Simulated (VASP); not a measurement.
Calculation: PBE GGA, VASP's PBE PAW potentials (set 64) (plane waves; VASP 6.6.1).

Input for VASP

### INCAR
```
SYSTEM = ZnS
PREC = Accurate; ENCUT = 400; LREAL = .FALSE.
LASPH = .TRUE.
EDIFF = 1E-6; NELM = 100; ALGO = Normal
LMAXMIX = 4
ISMEAR = 0; SIGMA = 0.05
GGA = PE
ISIF = 2
LWAVE = .FALSE.; LCHARG = .FALSE.
```

POSCAR:
```
ZnS
1
    1.9100000000    -3.3082170000     0.0000000000
    1.9100000000     3.3082170000     0.0000000000
    0.0000000000     0.0000000000     6.2600000000
Zn S
2 2
Direct
  0.6666670000   0.3333330000   0.5000000000
  0.3333330000   0.6666670000   0.0000000000
  0.6666670000   0.3333330000   0.8750000000
  0.3333330000   0.6666670000   0.3750000000
```

File KPOINTS:
```
K-points
0
gamma
  1 1 1
```

POTCAR, in this order: Zn S (PBE.64 set). Program: vasp_std.

Output of the run:

**OUTCAR**
```
 ion  position               nearest neighbor table
   1  0.667  0.333  0.500-   4 2.34   4 2.34   4 2.34   3 2.35
   2  0.333  0.667  0.000-   3 2.34   3 2.34   3 2.34   4 2.35
   3  0.667  0.333  0.875-   2 2.34   2 2.34   2 2.34   1 2.35
   4  0.333  0.667  0.375-   1 2.34   1 2.34   1 2.34   2 2.35
  LATTYP: Found a hexagonal cell.
 ALAT       =     3.8199999632
 C/A-ratio  =     1.6387434713
 Subroutine PRICEL returns:
 Original cell was already a primitive cell.
 Subroutine GETGRP returns: Found 12 space group operations
The static configuration has the point symmetry C_3v.
 The point group associated with its full space group is C_6v.
The dynamic configuration has the point symmetry C_3v.
 Subroutine INISYM returns: Found 12 space group operations
 Subroutine IBZKPT returns following result:
 Found      1 irreducible k-points:

 Following reciprocal coordinates:
            Coordinates               Weight
  0.000000  0.000000  0.000000      1.000000
   k-points           NKPTS =      1   k-points in BZ     NKDIM =      1   number of bands    NBANDS=     22
   number of dos      NEDOS =    301   number of ions     NIONS =      4
   total plane-waves  NPLWV =  32928
   dimension x,y,z NGX =    28 NGY =   28 NGZ =   42
   dimension x,y,z NGXF=    56 NGYF=   56 NGZF=   84
   ions per type =               2   2
   PREC   = accura    normal or accurate (medium, high low for compatibility)
   ISTART =      0    job   : 0-new  1-cont  2-samecut
   ICHARG =      2    charge: 1-file 2-atom 10-const
   ISPIN  =      1    spin polarized calculation?
   LNONCOLLINEAR =      F non collinear calculations
   LSORBIT =      F    spin-orbit coupling
   INIWAV =      1    electr: 0-lowe 1-rand  2-diag
   ENCUT  =  400.0 eV  29.40 Ry    5.42 a.u.   6.23  6.23 10.21*2*pi/ulx,y,z
   NELM   =    100;   NELMIN=  2; NELMDL= -5     # of ELM steps
   EDIFF  = 0.1E-05   stopping-criterion for ELM
   LREAL  =      F    real-space projection
   NLSPLINE    = F    spline interpolate recip. space projectors
   LMAXMIX     =    4 max onsite mixed and CHGCAR
...
```

**OSZICAR**
```
       N       E                     dE             d eps       ncg     rms          rms(c)
DAV:   1     0.219770636786E+03    0.21977E+03   -0.15080E+04    44   0.160E+03
DAV:   2     0.141930727865E+02   -0.20558E+03   -0.19814E+03    50   0.334E+02
DAV:   3    -0.309429523577E+01   -0.17287E+02   -0.17207E+02    56   0.102E+02
DAV:   4    -0.338693394917E+01   -0.29264E+00   -0.29262E+00    44   0.146E+01
DAV:   5    -0.339521753049E+01   -0.82836E-02   -0.82821E-02    56   0.221E+00    0.157E+01
DAV:   6    -0.454949090677E+00    0.29403E+01   -0.57920E+00    58   0.491E+01    0.131E+01
DAV:   7    -0.256932727814E+00    0.19802E+00   -0.39237E+00    52   0.118E+01    0.777E+00
DAV:   8    -0.284860001963E+00   -0.27927E-01   -0.30060E-01    64   0.610E+00    0.305E+00
DAV:   9    -0.285467312009E+00   -0.60731E-03   -0.54361E-02    52   0.373E+00    0.390E-01
DAV:  10    -0.285690728961E+00   -0.22342E-03   -0.74758E-03    64   0.125E+00    0.234E-01
DAV:  11    -0.286158449590E+00   -0.46772E-03   -0.10287E-03    64   0.313E-01    0.978E-02
DAV:  12    -0.286217749209E+00   -0.59300E-04   -0.96459E-05    56   0.957E-02    0.409E-02
DAV:  13    -0.286228912454E+00   -0.11163E-04   -0.26183E-05    64   0.324E-02    0.178E-02
DAV:  14    -0.286236322794E+00   -0.74103E-05   -0.94636E-06    56   0.192E-02    0.117E-02
DAV:  15    -0.286236324241E+00   -0.14470E-08   -0.85057E-07    34   0.550E-03
   1 F= -.28623632E+00 E0= -.28623632E+00  d E =-.111341E-12
```

OUTCAR:
```
------------------------ aborting loop because EDIFF is reached ----------------------------------------
  FORCE on cell =-STRESS in cart. coord.  units (eV):
  Direction    XX          YY          ZZ          XY          YZ          ZX
  --------------------------------------------------------------------------------------
  Total       18.8022074     18.8022069      5.3341862      0.0000000      0.0000000      0.0000000
  in kB      380.7919293    380.7919195    108.0306705      0.0000000      0.0000000      0.0000000
  external PRESSURE =     289.8715064 kB  Pullay stress =       0.0000000 kB
  volume of cell :       79.11
      direct lattice vectors                 reciprocal lattice vectors
     1.910000000 -3.308217000  0.000000000     0.261780105 -0.151138816  0.000000000
     1.910000000  3.308217000  0.000000000     0.261780105  0.151138816  0.000000000
     0.000000000  0.000000000  6.260000000     0.000000000  0.000000000  0.159744409
  FREE ENERGIE OF THE ION-ELECTRON SYSTEM (eV)
  ---------------------------------------------------
  free  energy   TOTEN  =        -0.2862363242 eV

  energy  without entropy=       -0.2862363242  energy(sigma->0) =       -0.28623632
```
(Selected blocks of OUTCAR.)

The compound is ZnS in the wurtzite structure, the high-temperature form. The cell was not relaxed at this level. The k-mesh is coarse (spacing up to 1.90 per Å, 2π included), so the numbers may not be converged in it. The run is one of a series of settings (KPOINTS 1×1×1 Γ-centred mesh against the base run), some of them coarse on purpose.
